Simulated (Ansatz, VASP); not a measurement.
# TiSn in VASP and in Ansatz

```
CELL_PARAMETERS angstrom
0.00000 2.85548 2.85548
2.85548 0.00000 2.85548
2.85548 2.85548 0.00000
ATOMIC_POSITIONS crystal
Ti 0.00000 0.00000 0.00000
Sn 0.50000 0.50000 0.50000
```

The cell was built by a generator and needn't be a form met in nature.

Alike in both runs: task single point; functional PBE; k mesh 8 × 8 × 8; occupations fermi-dirac, width 0.05 eV; no spin polarisation.

|  | VASP | Ansatz |
| --- | --- | --- |
| version | VASP 6.6.1 | Ansatz 0.2.0 |
| potentials or method | VASP PAW PBE potentials, release 64 (Ti_sv, Sn_d) | Ansatz PAW |
| plane-wave cutoff (eV) | 520 | 420 |
| valence electrons in the cell | 26 | 26 |

|  | VASP | Ansatz | Ansatz less VASP |
| --- | --- | --- | --- |
| gap on the k mesh at the Fermi level (eV) | none | none | - |
| pressure (GPa) | -4.3 | -4.3 | +0.07 |

A gap of «none» marks a metal or a gap that the smearing closes.
